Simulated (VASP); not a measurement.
## Si2Mo: input slips in a relaxation and what they do

Aim: see how common mistakes in a VASP relaxation show up, on Si2Mo. The starting structure is a measured crystal structure from the Crystallography Open Database. The first relaxation on each setting starts from this cell expanded by 3 % in volume.

Main program and level: VASP 6.6.1; Kohn-Sham DFT with plane waves and PAW; PBEsol.

The database entry behind the starting cell is an old determination (1927), so it need not match the best structure at ambient conditions.

## 1. The starting structure

The structure is tetragonal, space group I4/mmm (No. 139). Conventional cell: a = 3.200 Å, b = 3.200 Å, c = 7.861 Å, α = 90.00°, β = 90.00°, γ = 90.00°. Nearest to Mo lie 10 Si at 2.62 Å. Si has 5 Si at 2.61 to 2.63 Å and 5 Mo at 2.62 Å nearest. Farther neighbours are not listed.

As a file:

```
Mo Si
1.0
    -3.20000    0.00000    0.00000
     0.00000    3.20000    0.00000
     1.60000   -1.60000   -3.93050
Mo Si
1 2
Cartesian
  0.0000 0.0000 0.0000
  0.0000 0.0000 -2.6177
  -1.6000 1.6000 -1.3128
```

## 2. Reference relaxation

This run starts from the cell of an earlier relaxation, which isn't shown; the restart sets up the plane waves anew.

The input, INCAR:

```
SYSTEM = Si2Mo
PREC = Accurate
ENCUT = 450
EDIFF = 1E-06
NELM = 100
ISMEAR = 0
SIGMA = 0.05
LREAL = .FALSE.
ALGO = Normal
GGA = PS
NBANDS = 17
LASPH = .TRUE.
LORBIT = 11
LWAVE = .FALSE.
LCHARG = .FALSE.
KPAR = 8
IBRION = 2
NSW = 50
ISIF = 3
EDIFFG = -0.006
```

The input, POSCAR:

```
Si2Mo
1.0
   -3.1916577172      0.0000000000      0.0000000000
    0.0000000000      3.1916577172      0.0000000000
    1.5958288586     -1.5958288586     -3.9132978112
Mo Si
1 2
Direct
    0.0000000000      0.0000000000      0.0000000000
    0.3349691893      0.3349691893      0.6699383786
    0.6650308107      0.6650308107      0.3300616214
```

The input, KPOINTS:

```
Automatic mesh
0
Gamma
12 12 12
0 0 0
```

The projector-augmented-wave data sets are Mo_sv and Si (PBE family, release 64).

Launch:

```sh
$ mpirun -np 8 vasp_std
```

Output:

```text
[banner, memory and clock lines left out]
running    8 mpi-ranks, on    1 nodes
 distrk:  each k-point on    1 cores,    8 groups
 distr:  one band on    1 cores,    1 groups

 POSCAR found type information on POSCAR MoSi
 POSCAR found :  2 types and       3 ions
|                                                                             |
|           W    W    AA    RRRRR   N    N  II  N    N   GGGG   !!!           |
|           W    W   A  A   R    R  NN   N  II  NN   N  G    G  !!!           |
|           W    W  A    A  R    R  N N  N  II  N N  N  G       !!!           |
|           W WW W  AAAAAA  RRRRR   N  N N  II  N  N N  G  GGG   !            |
|           WW  WW  A    A  R   R   N   NN  II  N   NN  G    G                |
|           W    W  A    A  R    R  N    N  II  N    N   GGGG   !!!           |
|                                                                             |
|     For optimal performance we recommend to set                             |
|       NCORE = 2 up to number-of-cores-per-socket                            |
|     NCORE specifies how many cores store one orbital (NPAR=cpu/NCORE).      |
|     This setting can greatly improve the performance of VASP for DFT.       |
|     The default, NCORE=1 might be grossly inefficient on modern             |
|     multi-core architectures or massively parallel machines. Do your        |
|     Unfortunately you need to use the default for GW and RPA                |
|     calculations (for HF NCORE is supported but not extensively tested      |
|     yet).                                                                   |
|                                                                             |

|                                                                             |
|               ----> ADVICE to this user running VASP <----                  |
|                                                                             |
|     You enforced a specific xc type in the INCAR file but a different       |
|     [... a line on the potential file left out ...]
|     I HOPE YOU KNOW WHAT YOU ARE DOING!                                     |
|                                                                             |

 LDA part: xc-table for (Slater+PW92), standard interpolation
 POSCAR, INCAR and KPOINTS ok, starting setup
 FFT: planning ... GRIDC
 FFT: planning ... GRID_SOFT
 FFT: planning ... GRID
 WAVECAR not read
 entering main loop
       N       E                     dE             d eps       ncg     rms          rms(c)
DAV:   1     0.106058948786E+03    0.10606E+03   -0.10474E+04  5550   0.110E+03
DAV:   2    -0.236523203050E+02   -0.12971E+03   -0.12745E+03  6950   0.290E+02
DAV:   3    -0.260372052433E+02   -0.23849E+01   -0.23622E+01  6752   0.359E+01
DAV:   4    -0.260491675000E+02   -0.11962E-01   -0.11958E-01  7048   0.289E+00
DAV:   5    -0.260492463096E+02   -0.78810E-04   -0.78803E-04  6812   0.227E-01    0.230E+01
DAV:   6    -0.252524965720E+02    0.79675E+00   -0.62522E+00  5985   0.166E+01    0.504E+00
DAV:   7    -0.251214857153E+02    0.13101E+00   -0.93346E-01  5834   0.590E+00    0.474E+00
DAV:   8    -0.250798282045E+02    0.41658E-01   -0.11836E-01  6002   0.257E+00    0.453E-01
DAV:   9    -0.250787379808E+02    0.10902E-02   -0.22766E-03  6989   0.379E-01    0.241E-01
DAV:  10    -0.250786305261E+02    0.10745E-03   -0.58349E-04  6275   0.210E-01    0.617E-02
DAV:  11    -0.250786179139E+02    0.12612E-04   -0.19864E-04  6091   0.105E-01    0.392E-02
DAV:  12    -0.250786140833E+02    0.38306E-05   -0.29962E-05  5927   0.386E-02    0.811E-03
DAV:  13    -0.250786136009E+02    0.48246E-06   -0.91494E-07  3182   0.867E-03
   1 F= -.25078614E+02 E0= -.25078355E+02  d E =-.250786E+02
 curvature:   0.00 expect dE= 0.000E+00 dE for cont linesearch  0.000E+00
 trial: gam= 0.00000 g(F)=  0.301E-06 g(S)=  0.152E-04 ort = 0.000E+00 (trialstep = 0.100E+01)
 search vector abs. value=  0.155E-04
 bond charge predicted
       N       E                     dE             d eps       ncg     rms          rms(c)
DAV:   1    -0.250787846942E+02   -0.17061E-03   -0.37845E-03  5826   0.624E-01    0.165E-01
DAV:   2    -0.250786373431E+02    0.14735E-03   -0.13718E-03  5798   0.268E-01    0.402E-02
DAV:   3    -0.250786102635E+02    0.27080E-04   -0.12614E-04  5750   0.621E-02    0.125E-02
DAV:   4    -0.250786080286E+02    0.22350E-05   -0.94437E-06  5961   0.274E-02    0.847E-03
DAV:   5    -0.250786085756E+02   -0.54701E-06   -0.50434E-07  2934   0.655E-03
   2 F= -.25078609E+02 E0= -.25078347E+02  d E =0.502531E-05
 trial-energy change:    0.000005  1 .order    0.000006   -0.000015    0.000027
 step:   0.3644(harm=  0.3644)  dis= 0.00003  next Energy=   -25.078616 (dE=-0.282E-05)
 bond charge predicted
       N       E                     dE             d eps       ncg     rms          rms(c)
DAV:   1    -0.250786892964E+02   -0.81268E-04   -0.15258E-03  5810   0.396E-01    0.105E-01
DAV:   2    -0.250786302602E+02    0.59036E-04   -0.56222E-04  5775   0.171E-01    0.259E-02
DAV:   3    -0.250786185336E+02    0.11727E-04   -0.52280E-05  5738   0.400E-02    0.808E-03
DAV:   4    -0.250786171511E+02    0.13825E-05   -0.38804E-06  5696   0.174E-02    0.533E-03
DAV:   5    -0.250786168701E+02    0.28101E-06   -0.20887E-07  2832   0.420E-03
   3 F= -.25078617E+02 E0= -.25078358E+02  d E =-.326922E-05
 curvature:  -0.18 expect dE=-0.696E-08 dE for cont linesearch -0.352E-08
 trial: gam=-0.03290 g(F)=  0.599E-08 g(S)=  0.322E-07 ort = 0.547E-06 (trialstep = 0.873E+00)
 search vector abs. value=  0.190E-07
 reached required accuracy - stopping structural energy minimisation
```

Run time: 25 s. Hardware: 8 MPI ranks of AMD EPYC 7R43, shared host; peak memory 1.6 GiB; 3.1 min of CPU time.

Lines that name or quote the potential files are left out of all logs, and their timing lines are given in words.

Parts of OUTCAR (step 2):

```text
ion  position               nearest neighbor table
   1  0.000  0.000  0.000-   2 2.60   3 2.60   3 2.60   3 2.60   2 2.60   2 2.60   3 2.60   2 2.60
                             3 2.62   2 2.62
   2  0.335  0.335  0.670-   3 2.58   1 2.60   1 2.60   1 2.60   1 2.60   3 2.62   3 2.62   3 2.62
                             3 2.62   1 2.62
   3  0.665  0.665  0.330-   2 2.58   1 2.60   1 2.60   1 2.60   1 2.60   2 2.62   2 2.62   2 2.62
                             2 2.62   1 2.62

  LATTYP: Found a body centered tetragonal cell.
 ALAT       =     3.1916577172
 C/A-ratio  =     2.4522039379

 Subroutine GETGRP returns: Found 16 space group operations
 (whereof 16 operations were pure point group operations)

The static configuration has the point symmetry D_4h.

 Found    163 irreducible k-points:

   k-points           NKPTS =    163   k-points in BZ     NKDIM =    163   number of bands    NBANDS=     17

   dimension x,y,z NGX =    24 NGY =   24 NGZ =   32
   dimension x,y,z NGXF=    48 NGYF=   48 NGZF=   64

   ENCUT  =  450.0 eV  33.07 Ry    5.75 a.u.   5.52  5.52  7.81*2*pi/ulx,y,z

   NELECT =      22.0000    total number of electrons

 k-points in reciprocal lattice and weights: Automatic mesh
   0.00000000  0.00000000  0.00000000       0.001
   0.08333333  0.00000000 -0.00000000       0.005
   0.16666667  0.00000000 -0.00000000       0.005
   0.25000000  0.00000000 -0.00000000       0.005
   0.33333333  0.00000000  0.00000000       0.005
   0.41666667  0.00000000  0.00000000       0.005
   0.50000000  0.00000000 -0.00000000       0.002
   0.08333333  0.08333333 -0.00000000       0.005
   0.16666667  0.08333333 -0.00000000       0.009
[...]
0.08333333  0.08333333  0.41666667       0.002
   0.00000000  0.00000000  0.50000000       0.001

 average (electrostatic) potential at core
       1 -68.7999       2 -77.0713       3 -77.0713

 E-fermi :  12.3098

 k-point     1 :       0.0000    0.0000    0.0000
  band No.  band energies     occupation
    ...
      6       5.8582      2.00000
      7       8.9201      2.00000
      8       9.1839      2.00000
      9       9.6793      2.00000
     10       9.6793      2.00000
     11      12.7005      0.00000
     12      15.4518      0.00000
     13      15.5435      0.00000
     14      15.8776      0.00000
     15      15.8776      0.00000
    ...

 k-point     2 :       0.0833    0.0000   -0.0000
  band No.  band energies     occupation
    ...
      7       8.4628      2.00000
      8       9.1969      2.00000
      9       9.7637      2.00000
     10       9.9185      2.00000
     11      12.3198      0.77744
     12      15.0257      0.00000
     13      15.2999      0.00000
     14      15.7682      0.00000
     15      16.2671      0.00000
     16      16.7995      0.00000
    ...

 k-point     3 :       0.1667    0.0000   -0.0000
  band No.  band energies     occupation
    ...
      7       7.7307      2.00000
      8       9.1569      2.00000
      9      10.0016      2.00000
     10      10.1362      2.00000
     11      11.5987      2.00000
     12      14.2642      0.00000
     13      14.6811      0.00000
     14      16.4021      0.00000
     15      16.6500      0.00000
     16      17.2158      0.00000
    ...

  Total        0.0000935      0.0000935     -0.0014088      0.0000000     -0.0000000     -0.0000000
  in kB        0.0037590      0.0037590     -0.0566392      0.0000000     -0.0000000     -0.0000000
  external PRESSURE =      -0.0163737 kB  Pullay stress =       0.0000000 kB

  energy-cutoff  :      450.00
  volume of cell :       39.85
      direct lattice vectors                 reciprocal lattice vectors
    -3.191405406  0.000000000 -0.000000000    -0.313341576  0.000000000 -0.127787490
     0.000000000  3.191405406  0.000000000     0.000000000  0.313341576 -0.127787490
     1.595702703 -1.595702703 -3.912746080     0.000000000  0.000000000 -0.255574980

 POSITION                                       TOTAL-FORCE (eV/Angst)
 -----------------------------------------------------------------------------------
     -0.00000      0.00000     -0.00000         0.000000      0.000000      0.000000
      0.00000     -0.00000     -2.62133        -0.000000      0.000000     -0.000249
     -1.59570      1.59570     -1.29142         0.000000     -0.000000      0.000249
 -----------------------------------------------------------------------------------
    total drift:                               -0.000000     -0.000000      0.000000

  FREE ENERGIE OF THE ION-ELECTRON SYSTEM (eV)
  ---------------------------------------------------
  free  energy   TOTEN  =       -25.0786168701 eV

  energy  without entropy=      -25.0780981791  energy(sigma->0) =      -25.07835752

 reached required accuracy - stopping structural energy minimisation

 total charge
# of ion       s       p       d       tot
------------------------------------------
    1        2.290   6.212   4.212  12.715
    2        0.742   0.883   0.000   1.625
    3        0.742   0.883   0.000   1.625
--------------------------------------------------
tot          3.774   7.978   4.212  15.964

[... 3 further parts left out ...]
```

CONTCAR:

```
Si2Mo
   1.00000000000000
    -3.1914054062117181    0.0000000000000000   -0.0000000000000000
     0.0000000000000000    3.1914054062117181    0.0000000000000000
     1.5957027031058590   -1.5957027031058590   -3.9127460801350673
  Mo              Si
     1     2
Direct
     0.0000000000000000    0.0000000000000000    0.0000000000000000
     0.3349731538593207    0.3349731538593207    0.6699463077186485
     0.6650268461406793    0.6650268461406793    0.3300536922813516
```

The PAW data sets were made with PBE, which is usual practice but a small mismatch for other functionals. The run keeps the 16 symmetry operations of its start, so it cannot find a distortion of lower symmetry.

The reference relaxation ends at 13.284 Å³ an atom.

## 3. Relaxation with a k mesh far too coarse

A slip made on purpose: a k mesh far too coarse. Against step 2 the input has a 2×2×2 mesh (also changed: NELM, NCORE and KPAR).

Changes to INCAR since step 2:

```diff
@@ -4,3 +4,3 @@
 EDIFF = 1E-06
-NELM = 100
+NELM = 60
 ISMEAR = 0
@@ -15,3 +15,3 @@
 LCHARG = .FALSE.
-KPAR = 8
+NCORE = 8
 IBRION = 2
```

The input, POSCAR:

```
Si2Mo
1.0
   -3.2316852290      0.0000000000      0.0000000000
    0.0000000000      3.2316852290      0.0000000000
    1.6158426145     -1.6158426145     -3.9694183726
Mo Si
1 2
Direct
    0.0000000000      0.0000000000      0.0000000000
    0.3330000000      0.3330000000      0.6660000000
    0.6670000000      0.6670000000      0.3340000000
```

The input, KPOINTS:

```
Automatic mesh
0
Gamma
2 2 2
0 0 0
```

Launch:

```sh
$ mpirun -np 8 vasp_std
```

Output:

```text
[banner, memory and clock lines left out]
running    8 mpi-ranks, on    1 nodes
[...]
[... a notice as in an earlier step ...]

 [... a notice as in an earlier step ...]

 LDA part: xc-table for (Slater+PW92), standard interpolation
 POSCAR, INCAR and KPOINTS ok, starting setup
[...]
entering main loop
       N       E                     dE             d eps       ncg     rms          rms(c)
DAV:   1     0.106675706562E+03    0.10668E+03   -0.10704E+04   136   0.110E+03
DAV:   2    -0.231921540296E+02   -0.12987E+03   -0.12718E+03   173   0.281E+02
DAV:   3    -0.255785925678E+02   -0.23864E+01   -0.23796E+01   164   0.366E+01
DAV:   4    -0.255881536153E+02   -0.95610E-02   -0.95585E-02   165   0.285E+00
[...]
DAV:  10    -0.247796041016E+02    0.57286E-04   -0.15751E-04   166   0.108E-01    0.496E-02
DAV:  11    -0.247796010310E+02    0.30706E-05   -0.12281E-05   155   0.258E-02    0.131E-02
DAV:  12    -0.247796008627E+02    0.16833E-06   -0.92409E-07    90   0.658E-03
   1 F= -.24779601E+02 E0= -.24779601E+02  d E =-.247796E+02
[... from here on, the cycles between the ionic steps are left out ...]
   2 F= -.24715260E+02 E0= -.24715260E+02  d E =0.643408E-01
   3 F= -.24830447E+02 E0= -.24830447E+02  d E =-.508463E-01
   4 F= -.24830480E+02 E0= -.24830480E+02  d E =-.508791E-01
   5 F= -.24831913E+02 E0= -.24831913E+02  d E =-.143326E-02
   6 F= -.24832807E+02 E0= -.24832807E+02  d E =-.232689E-02
[...]
reached required accuracy - stopping structural energy minimisation
```

The job ended after 8 s (8 MPI ranks; peak memory 0.6 GiB).

From OUTCAR (step 3):

```text
  Total        0.0037056      0.0037056      0.0062849      0.0000000      0.0000000     -0.0000000
  in kB        0.1474801      0.1474801      0.2501383      0.0000000      0.0000000     -0.0000000
  external PRESSURE =       0.1816995 kB  Pullay stress =       0.0000000 kB

 POSITION                                       TOTAL-FORCE (eV/Angst)
 -----------------------------------------------------------------------------------
      0.00000      0.00000     -0.00000         0.000000      0.000000      0.000000
      0.00000      0.00000     -2.57437        -0.000000      0.000000     -0.004323
     -1.61456      1.61456     -1.28628         0.000000     -0.000000      0.004323
 -----------------------------------------------------------------------------------
    total drift:                               -0.000000      0.000000      0.000000

  FREE ENERGIE OF THE ION-ELECTRON SYSTEM (eV)
  ---------------------------------------------------
  free  energy   TOTEN  =       -24.8328068987 eV

  energy  without entropy=      -24.8328068987  energy(sigma->0) =      -24.83280690

[... 1 part as in an earlier step ...]

[... 3 further parts left out ...]
[key lines of the parts left out:]
E-fermi :  12.0580
```

With a k mesh far too coarse the cell ends at 13.419 Å³ an atom, +1.01 % from the reference, a by +1.2 % and c by -1.3 %.

## 4. Relaxation with the cell held fixed (ISIF = 2)

A slip made on purpose: the cell held fixed (ISIF = 2). Against step 2 the input has ISIF = 2 (also changed: NELM).

Changes to INCAR since step 3:

```diff
@@ -15,6 +15,6 @@
 LCHARG = .FALSE.
-NCORE = 8
+KPAR = 8
 IBRION = 2
 NSW = 50
-ISIF = 3
+ISIF = 2
 EDIFFG = -0.006
```

POSCAR is that of step 3.

The input, KPOINTS:

```
Automatic mesh
0
Gamma
12 12 12
0 0 0
```

Launch:

```sh
$ mpirun -np 8 vasp_std
```

Output:

```text
[banner, memory and clock lines left out]
running    8 mpi-ranks, on    1 nodes
[...]
[... a notice as in an earlier step ...]

 [... a notice as in an earlier step ...]

 LDA part: xc-table for (Slater+PW92), standard interpolation
 POSCAR, INCAR and KPOINTS ok, starting setup
[...]
entering main loop
       N       E                     dE             d eps       ncg     rms          rms(c)
DAV:   1     0.104710349048E+03    0.10471E+03   -0.10477E+04  5566   0.110E+03
DAV:   2    -0.235262477652E+02   -0.12824E+03   -0.12603E+03  6931   0.287E+02
DAV:   3    -0.260323369380E+02   -0.25061E+01   -0.24866E+01  6862   0.364E+01
DAV:   4    -0.260452616060E+02   -0.12925E-01   -0.12905E-01  6900   0.294E+00
[...]
DAV:  11    -0.250303048386E+02    0.16537E-04   -0.27963E-04  6026   0.125E-01    0.492E-02
DAV:  12    -0.250302981506E+02    0.66880E-05   -0.33086E-05  5924   0.410E-02    0.997E-03
DAV:  13    -0.250302978916E+02    0.25904E-06   -0.68153E-07  3232   0.590E-03
[...]
DAV:   1    -0.250375436414E+02   -0.72455E-02   -0.18448E-01  5626   0.210E+00    0.251E-01
DAV:   2    -0.250378100850E+02   -0.26644E-03   -0.63537E-03  6806   0.468E-01    0.142E-01
DAV:   3    -0.250377610937E+02    0.48991E-04   -0.25732E-04  6358   0.109E-01    0.597E-02
DAV:   4    -0.250377510910E+02    0.10003E-04   -0.59369E-05  6423   0.406E-02    0.113E-02
DAV:   5    -0.250377512043E+02   -0.11331E-06   -0.36195E-06  5719   0.112E-02
   2 F= -.25037751E+02 E0= -.25037468E+02  d E =-.745331E-02
 trial-energy change:   -0.007453  1 .order   -0.007475   -0.012767   -0.002182
 step:   1.2092(harm=  1.2062)  dis= 0.02122  next Energy=   -25.037979 (dE=-0.768E-02)
[...]
N       E                     dE             d eps       ncg     rms          rms(c)
DAV:   1    -0.250379785720E+02   -0.22748E-03   -0.81780E-03  5635   0.444E-01    0.537E-02
DAV:   2    -0.250379880551E+02   -0.94830E-05   -0.30624E-04  6714   0.104E-01    0.334E-02
DAV:   3    -0.250379853641E+02    0.26909E-05   -0.14113E-05  6396   0.254E-02    0.149E-02
DAV:   4    -0.250379848945E+02    0.46960E-06   -0.32381E-06  5992   0.956E-03
   3 F= -.25037985E+02 E0= -.25037654E+02  d E =-.768700E-02
[...]
reached required accuracy - stopping structural energy minimisation
```

The job ended after 22 s (8 MPI ranks; peak memory 1.6 GiB).

OUTCAR, selected parts (step 4):

```text
  Total       -1.9220565     -1.9220565     -2.3381971      0.0000000      0.0000000     -0.0000000
  in kB      -74.2833979    -74.2833979    -90.3663468      0.0000000      0.0000000     -0.0000000
  external PRESSURE =     -79.6443808 kB  Pullay stress =       0.0000000 kB

 POSITION                                       TOTAL-FORCE (eV/Angst)
 -----------------------------------------------------------------------------------
      0.00000      0.00000      0.00000        -0.000000      0.000000      0.000000
      0.00000      0.00000     -2.66485         0.000000     -0.000000     -0.001181
     -1.61584      1.61584     -1.30457         0.000000     -0.000000      0.001181
 -----------------------------------------------------------------------------------
    total drift:                               -0.000000      0.000000      0.000000

  FREE ENERGIE OF THE ION-ELECTRON SYSTEM (eV)
  ---------------------------------------------------
  free  energy   TOTEN  =       -25.0379848945 eV

  energy  without entropy=      -25.0373234682  energy(sigma->0) =      -25.03765418

[... 2 parts as in an earlier step ...]

[... 2 further parts left out ...]
[key lines of the parts left out:]
E-fermi :  11.7228
```

With the cell held fixed (ISIF = 2) the cell ends at 13.819 Å³ an atom, +4.03 % from the reference.

(Continued in part 2 of 2.)

[Lines on the potential files, build, host, timing and source positions are cut from VASP's logs without a mark.]

[Logs are printed without paths, hosts, clocks, repeated set-up lines and the standing remarks that a program may print on its own settings, such as how far it seeks lower states.]

[Hosts, paths, dates, database ids (printed as entryN), source tags and the programs' standing remarks are cut or masked in the printed files.]
